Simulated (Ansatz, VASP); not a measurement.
# InSe in two plane-wave programs, part 2 of 2

Wanted: the spread between two codes on one cell, functional and k mesh. The cell is taken from a series of runs on this material, whose earlier steps may have relaxed, scaled, displaced or heated it; both programs get it as it stands.

VASP 6.6.1 and Ansatz 0.2.0.

So far: Starting point; Ansatz: relaxation of cell and atoms, PBEsol with D3(BJ).

### Step 3. VASP: relaxation of cell and atoms, PBEsol with D3(BJ)

Level of this step: PBEsol with D3(BJ); plane waves and PAW (In_d, Se) (VASP).

The same cell, functional and mesh now go to VASP, with its own data sets.

Lines of VASP's logs that name or quote its potential files are left out, and so is its time.

File INCAR:

```
SYSTEM = InSe
PREC = Accurate
ENCUT = 500
EDIFF = 1E-07
NELM = 120
ISMEAR = 0
SIGMA = 0.01
LREAL = .FALSE.
ALGO = Normal
GGA = PS
IVDW = 12
NBANDS = 25
LORBIT = 11
LWAVE = .FALSE.
LCHARG = .FALSE.
ISIF = 3
IBRION = 2
NSW = 80
EDIFFG = -0.005
LASPH = .TRUE.
GGA_COMPAT = .FALSE.
NELMIN = 4
EFERMI = MIDGAP
```

File POSCAR:

```
InSe
1.0
    1.9805790000      1.1434880000      8.0598660000
   -1.9805790000      1.1434880000      8.0598660000
    0.0000000000     -2.2869750000      8.0598660000
In Se
2 2
Direct
    0.9988455145      0.9988455145      0.9988455140
    0.1125415569      0.1125415569      0.1125416061
    0.6121835790      0.6121835790      0.6121838467
    0.8324292268      0.8324292268      0.8324295907
```

File KPOINTS:

```
Automatic mesh
0
Gamma
9 9 9
0 0 0
```

Potentials, in the order of the species: In_d and Se (PBE family, release 64).

On the command line:

```
mpirun -np 1 vasp_std
```

Numbers of over 12 decimals in the logs are rounded to 6 here.

The program printed:

```text
[banner, memory and clock lines left out]
running    1 mpi-ranks, on    1 nodes
 distrk:  each k-point on    1 cores,    1 groups
 distr:  one band on    1 cores,    1 groups

 POSCAR found type information on POSCAR InSe
 POSCAR found :  2 types and       4 ions
|                                                                             |
|               ----> ADVICE to this user running VASP <----                  |
|                                                                             |
|     You enforced a specific xc type in the INCAR file but a different       |
|     [... a line on the potential file left out ...]
|     I HOPE YOU KNOW WHAT YOU ARE DOING!                                     |
|                                                                             |

 LDA part: xc-table for (Slater+PW92), standard interpolation
 POSCAR, INCAR and KPOINTS ok, starting setup
 FFT: planning ... GRIDC
 FFT: planning ... GRID_SOFT
 FFT: planning ... GRID
 WAVECAR not read
 entering main loop
       N       E                     dE             d eps       ncg     rms          rms(c)
DAV:   1     0.328333071677E+03    0.32833E+03   -0.17109E+04  4258   0.166E+03
DAV:   2     0.209622768523E+02   -0.30737E+03   -0.30055E+03  4381   0.399E+02
DAV:   3    -0.145087331929E+02   -0.35471E+02   -0.34680E+02  5460   0.147E+02
DAV:   4    -0.159504585883E+02   -0.14417E+01   -0.14389E+01  4918   0.314E+01
DAV:   5    -0.160139961492E+02   -0.63538E-01   -0.63530E-01  6849   0.618E+00    0.681E+00
DAV:   6    -0.155943574139E+02    0.41964E+00   -0.92438E-01  5800   0.168E+01    0.413E+00
DAV:   7    -0.155613874695E+02    0.32970E-01   -0.34030E-01  6093   0.480E+00    0.112E+00
DAV:   8    -0.155579796883E+02    0.34078E-02   -0.30239E-02  6441   0.201E+00    0.595E-01
DAV:   9    -0.155579385521E+02    0.41136E-04   -0.47274E-03  5067   0.466E-01    0.142E-01
DAV:  10    -0.155579377777E+02    0.77441E-06   -0.30939E-04  6601   0.148E-01    0.700E-02
DAV:  11    -0.155579831058E+02   -0.45328E-04   -0.10786E-04  5180   0.103E-01    0.186E-02
DAV:  12    -0.155579793074E+02    0.37984E-05   -0.13471E-05  6713   0.480E-02    0.122E-02
DAV:  13    -0.155579805521E+02   -0.12447E-05   -0.27672E-06  5452   0.104E-02    0.686E-03
DAV:  14    -0.155579808419E+02   -0.28990E-06   -0.82911E-07  4091   0.113E-02    0.166E-03
DAV:  15    -0.155579808484E+02   -0.64151E-08   -0.59802E-08  3284   0.274E-03
   1 F= -.16795471E+02 E0= -.16795471E+02  d E =-.167955E+02
 curvature:   0.00 expect dE= 0.000E+00 dE for cont linesearch  0.000E+00
 trial: gam= 0.00000 g(F)=  0.768E-04 g(S)=  0.101E-03 ort = 0.000E+00 (trialstep = 0.100E+01)
 search vector abs. value=  0.178E-03
 bond charge predicted
       N       E                     dE             d eps       ncg     rms          rms(c)
DAV:   1    -0.155614585368E+02   -0.34777E-02   -0.43424E-02  5422   0.306E+00    0.233E-01
DAV:   2    -0.155605577165E+02    0.90082E-03   -0.38723E-03  5857   0.945E-01    0.789E-02
DAV:   3    -0.155604019894E+02    0.15573E-03   -0.61189E-04  5805   0.389E-01    0.317E-02
DAV:   4    -0.155603952893E+02    0.67000E-05   -0.59554E-05  5483   0.519E-02    0.195E-02
DAV:   5    -0.155603915450E+02    0.37444E-05   -0.32631E-06  5688   0.294E-02    0.105E-02
DAV:   6    -0.155603899417E+02    0.16033E-05   -0.11174E-06  5787   0.994E-03    0.291E-03
DAV:   7    -0.155603899953E+02   -0.53550E-07   -0.16483E-07  3779   0.354E-03
   2 F= -.16795494E+02 E0= -.16795494E+02  d E =-.227932E-04
 trial-energy change:   -0.000023  1 .order   -0.000030   -0.000178    0.000118
 step:   0.5652(harm=  0.6020)  dis= 0.00058  next Energy=   -16.795520 (dE=-0.490E-04)
 bond charge predicted
       N       E                     dE             d eps       ncg     rms          rms(c)
DAV:   1    -0.155595801923E+02    0.80975E-03   -0.81870E-03  5422   0.132E+00    0.102E-01
DAV:   2    -0.155594063640E+02    0.17383E-03   -0.73685E-04  5867   0.414E-01    0.343E-02
DAV:   3    -0.155593784005E+02    0.27964E-04   -0.11372E-04  5801   0.168E-01    0.140E-02
DAV:   4    -0.155593791861E+02   -0.78562E-06   -0.11313E-05  5581   0.227E-02    0.860E-03
DAV:   5    -0.155593796076E+02   -0.42152E-06   -0.55806E-07  5545   0.121E-02    0.457E-03
DAV:   6    -0.155593802004E+02   -0.59280E-06   -0.16735E-07  3280   0.457E-03    0.106E-03
DAV:   7    -0.155593801682E+02    0.32152E-07   -0.60226E-08  2251   0.348E-03
   3 F= -.16795521E+02 E0= -.16795521E+02  d E =-.500073E-04
 curvature:  -0.30 expect dE=-0.100E-05 dE for cont linesearch -0.132E-07
 trial: gam= 0.00312 g(F)=  0.216E-05 g(S)=  0.120E-05 ort = 0.280E-05 (trialstep = 0.913E+00)
 search vector abs. value=  0.338E-05
 reached required accuracy - stopping structural energy minimisation
```

From OUTCAR (step 3):

```text
ion  position               nearest neighbor table
   1  0.999  0.999  0.999-   3 2.63   3 2.63   3 2.63   2 2.75
   2  0.113  0.113  0.113-   4 2.62   4 2.62   4 2.62   1 2.75
   3  0.612  0.612  0.612-   1 2.63   1 2.63   1 2.63
   4  0.832  0.832  0.832-   2 2.62   2 2.62   2 2.62

  LATTYP: Found a trigonal (rhomboedric) cell.
 ALAT       =     8.3780485747
 COS(alpha) =     0.8882291413

 Subroutine GETGRP returns: Found  6 space group operations
 (whereof  6 operations were pure point group operations)

The static configuration has the point symmetry C_3v.

 Found     85 irreducible k-points:

   k-points           NKPTS =     85   k-points in BZ     NKDIM =     85   number of bands    NBANDS=     25

   dimension x,y,z NGX =    64 NGY =   64 NGZ =   64
   dimension x,y,z NGXF=   128 NGYF=  128 NGZF=  128

   ENCUT  =  500.0 eV  36.75 Ry    6.06 a.u.  15.28 15.28 15.28*2*pi/ulx,y,z

   NELECT =      38.0000    total number of electrons

 k-points in reciprocal lattice and weights: Automatic mesh
   0.00000000  0.00000000  0.00000000       0.001
   0.11111111  0.00000000 -0.00000000       0.008
   0.22222222  0.00000000  0.00000000       0.008
   0.33333333  0.00000000  0.00000000       0.008
   0.44444444  0.00000000  0.00000000       0.008
   0.11111111  0.11111111 -0.00000000       0.008
   0.22222222  0.11111111  0.00000000       0.016
   0.33333333  0.11111111  0.00000000       0.016
   0.44444444  0.11111111  0.00000000       0.016
[...]
0.44444444  0.44444444  0.44444444       0.003
  -0.44444444  0.44444444  0.44444444       0.008

 Edisp (eV)   -1.23510

 average (electrostatic) potential at core
       1 -96.4221       2 -96.4192       3 -53.4687       4 -53.4698

 E-fermi :   4.8917

 k-point     1 :       0.0000    0.0000    0.0000
  band No.  band energies     occupation
    ...
     15       2.8307      2.00000
     16       3.2189      2.00000
     17       3.2189      2.00000
     18       3.4586      2.00000
     19       3.4586      2.00000
     20       6.6111      0.00000
     21       6.7532      0.00000
     22       8.9815      0.00000
     23       8.9815      0.00000
     24       9.5625      0.00000
    ...

 k-point     2 :       0.1111    0.0000   -0.0000
  band No.  band energies     occupation
    ...
     15       2.3159      2.00000
     16       2.9879      2.00000
     17       3.0425      2.00000
     18       3.3309      2.00000
     19       3.4173      2.00000
     20       6.8129      0.00000
     21       7.3509      0.00000
     22       8.3386      0.00000
     23       9.0957      0.00000
     24       9.4120      0.00000
    ...

 k-point     3 :       0.2222    0.0000    0.0000
  band No.  band energies     occupation
    ...
     15       1.1559      2.00000
     16       2.6734      2.00000
     17       2.7229      2.00000
     18       3.0067      2.00000
     19       3.5425      2.00000
     20       6.7345      0.00000
     21       6.9089      0.00000
     22       8.6351      0.00000
     23       8.8147      0.00000
     24       9.3025      0.00000
    ...

 Edisp (eV)   -1.23614

  Total      -0.00702    -0.00702    -0.00065     0.00000    -0.00000     0.00000
  in kB      -0.10264    -0.10264    -0.00944     0.00000    -0.00000     0.00000
  external pressure =       -0.07 kB  Pullay stress =        0.00 kB

  energy-cutoff  :      500.00
  volume of cell :      109.64
      direct lattice vectors                 reciprocal lattice vectors
     1.981354461  1.143935713  8.062196510     0.252352625  0.145695876  0.041345220
    -1.981354461  1.143935713  8.062196510    -0.252352625  0.145695876  0.041345220
     0.000000000 -2.287870425  8.062196510     0.000000000 -0.291391751  0.041345238

 POSITION                                       TOTAL-FORCE (eV/Angst)
 -----------------------------------------------------------------------------------
      0.00000      0.00000     24.15925         0.000000      0.000000      0.003410
      0.00000      0.00000      2.72142         0.000000     -0.000000     -0.003291
      0.00000      0.00000     14.80612         0.000000     -0.000000     -0.003404
      0.00000      0.00000     20.13413        -0.000000      0.000000      0.003285
 -----------------------------------------------------------------------------------
    total drift:                               -0.000000      0.000525     -0.000298

  FREE ENERGIE OF THE ION-ELECTRON SYSTEM (eV)
  ---------------------------------------------------
  free  energy   TOTEN  =       -16.7955210256 eV

  energy  without entropy=      -16.7955210256  energy(sigma->0) =      -16.79552103

 reached required accuracy - stopping structural energy minimisation

 total charge
# of ion       s       p       d       tot
------------------------------------------
    1        0.861   0.696   9.888  11.444
    2        0.860   0.699   9.887  11.447
    3        1.478   2.329   0.026   3.833
    4        1.477   2.330   0.027   3.834
--------------------------------------------------
tot          4.676   6.054  19.828  30.558

[... 3 further parts left out ...]
```

CONTCAR:

```
InSe
   1.00000000000000
     1.9813544610575986    1.1439357126985479    8.0621965095545391
    -1.9813544610575986    1.1439357126985479    8.0621965095545391
     0.0000000000000000   -2.2878704247164130    8.0621965095135160
  In              Se
     2     2
Direct
     0.9988694905379839    0.9988694905379839    0.9988694900379836
     0.1125177321522670    0.1125177321522670    0.1125177813522766
     0.6121624775647390    0.6121624775647390    0.6121627452647393
     0.8324501769450117    0.8324501769450117    0.8324505408450067
```

The run keeps the 6 symmetry operations of its start, so it cannot find a distortion of lower symmetry.

### Step 4. Differences

Known differences besides the potentials themselves: fixed occupations in Ansatz, narrow Gaussian smearing in VASP; the data sets hold 58 valence electrons in Ansatz (on its PAW soft_1 files) and 38 in VASP; the cutoff is 420 eV in Ansatz and 500 eV in VASP; Ansatz makes its cores anew for this functional, VASP keeps those of its PBE data sets; Ansatz adds a Pulay correction to the stress that steers its cell, VASP none. Total energies have different zeros and are not compared.

Compared:

```csv
quantity,Ansatz,VASP,difference
volume (Å³),109.52,109.64,-0.11 %
"edge a after relaxation, in the typed setting (Å)",8.378,8.380,-0.03 %
```

### Step 5. What came out

```yaml
difference_in_volume_relaxation_of_cell_and_atoms_pbesol_with_d3_bj: -0.11 %
```

What this shows: The difference in volume is -0.11 % (relaxation of cell and atoms, PBEsol with D3(BJ)), within the 1.2 % picked in this series as the mark of a large difference, as far as the stopping tolerances let one tell. The data sets hold unlike numbers of valence electrons (58 in Ansatz and 38 in VASP), so part of the differences comes from the potentials. Such differences can come from data sets, numerical settings and the points named under the comparisons, not from the functional's error against experiment.

[Lines on the potential files, build, host, timing and source positions are cut from VASP's logs without a mark.]

[Logs are printed without paths, hosts, clocks, repeated set-up lines and the standing remarks that a program may print on its own settings, such as how far it seeks lower states.]

[Hosts, paths, dates, database ids (printed as entryN), source tags and the programs' standing remarks are cut or masked in the printed files.]
